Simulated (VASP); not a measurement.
Be3CdTe4:

```
Be Cd Te
1.0
     4.03000    0.00000    0.00000
     0.00000    4.03000    0.00000
     0.00000    0.00000   11.40000
Be Cd Te
3 1 4
Cartesian
  0.0000 0.0000 5.7000
  2.0150 2.0150 8.3790
  2.0150 2.0150 3.0210
  0.0000 0.0000 0.0000
  0.0000 2.0150 7.0110
  2.0150 0.0000 4.3890
  2.0150 0.0000 9.7470
  0.0000 2.0150 1.6530
```

The cell was built by a generator and needn't be a form met in nature.

```yaml
Program: VASP 6.6.1
Task: relaxation of cell and atoms
Functional: PBE
Potentials_or_basis: VASP PAW PBE potentials, release 64 (Be, Cd, Te)
Cutoff: 520 eV
k_mesh: 4 × 4 × 2
Occupations: gaussian, width 0.15 eV
Spin: no spin polarisation
```

At the start: pressure 7.9 GPa; volume 23.14 Å³/atom.

**Question.** How do energy, volume and symmetry change on relaxing?

**Answer.** Over 9 steps the energy falls by 91.0 meV/atom and the volume is 25.87 Å³/atom (+11.8 %); space group P-4m2 (No. 115, to 0.05 Å).

Step by step:
```tsv
step	energy change (eV)	largest force (eV/Å)	pressure (GPa)	volume (Å³)
1	0.0000	1.8646	7.88	185.15
2	-0.6161	0.2870	-2.24	217.33
3	-0.6647	0.5495	-0.55	209.45
4	-0.6643	0.5669	-0.43	208.95
5	-0.6963	0.3431	-0.06	207.38
6	-0.7130	0.2052	0.31	205.24
7	-0.7208	0.1502	-0.02	206.65
8	-0.7229	0.1156	-0.34	207.92
9	-0.7281	0.0748	-0.24	206.98
```

Final structure:
```
CELL_PARAMETERS angstrom
4.14695 0.00000 0.00000
0.00000 4.14695 0.00000
0.00000 0.00000 12.03551
ATOMIC_POSITIONS crystal
Be 0.00000 0.00000 0.50000
Be 0.50000 0.50000 0.73064
Be 0.50000 0.50000 0.26936
Cd 0.00000 0.00000 0.00000
Te 0.00000 0.50000 0.61560
Te 0.50000 0.00000 0.38440
Te 0.50000 0.00000 0.84184
Te 0.00000 0.50000 0.15816
```
